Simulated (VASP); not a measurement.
```xyz
1
Lattice="-2.6400 2.6400 2.6400 2.6400 -2.6400 2.6400 2.6400 2.6400 -2.6400" Properties=species:S:1:pos:R:3 pbc="T T T"
K      0.0000     0.0000     0.0000
```

All values below come from PBE GGA with D4 dispersion, VASP's PBE PAW potentials (set 64) (plane waves; VASP). Run with 520 eV cut-off, 9×9×9 Γ-centred mesh, first-order Methfessel-Paxton smearing of 0.10 eV, potentials K_sv.

Energy and stress use the plane-wave basis of the starting cell.

Problem. The ions, cell shape and volume are relaxed. Which structure does the run end with?

Solution. 
```xyz
1
Lattice="-2.6005 2.6005 2.6005 2.6005 -2.6005 2.6005 2.6005 2.6005 -2.6005" Properties=species:S:1:pos:R:3 pbc="T T T"
K      2.6005     2.6005     2.6005
```
Space group Im-3m (229), at a tolerance of 0.03 Å.

Problem. How do energy and volume change from the first to the last step?

Solution. The energy (σ→0) changes by -1.7 meV/atom and the volume by -4.4 %, in 6 ionic steps.

The compound is K in the bcc structure. This run relaxes it. Symmetry was kept, so distortions that lower it aren't found.
